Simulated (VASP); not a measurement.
# HfZn: phonons with LDA

The system is HfZn.

```
Hf Zn
1.0
     3.24202    0.00000    0.00000
     0.00000    3.24202    0.00000
     0.00000    0.00000    3.24202
Hf Zn
1 1
Direct
  0.50000 0.50000 0.50000
  0.00000 0.00000 0.00000
```

The cell comes from a database or a generator and needn't be the stable form of this composition.

* Program: VASP 6.6.1
* Task: phonons
* Functional: LDA
* Potentials or basis: VASP PAW LDA potentials, release 64 (Hf_pv, Zn)
* Cutoff: 520 eV
* k mesh: 7 × 7 × 7
* Occupations: fermi-dirac, width 0.15 eV
* Spin: no spin polarisation
* Dipole correction: no
* Further INCAR settings: ALGO = Fast; EDIFF = 1e-08; NBANDS = 18; IBRION = 8; NSW = 1

```
Highest phonon frequency at Γ, LO-TO splitting left out : 164 cm⁻¹
```

Phonon frequencies in cm⁻¹ (negative: imaginary):
```csv
q point,frequencies
"(0.000, 0.000, 0.000)",0 0 0 164 164 164
```

It took 70 s on 1 thread of Intel(R) Xeon(R) Platinum 8488C (Sapphire Rapids), on a shared host, peak memory 0.18 GiB.

Caveat: the atoms weren't relaxed first, which shifts response properties. Spin-orbit coupling is left out, which matters for the levels of Hf.
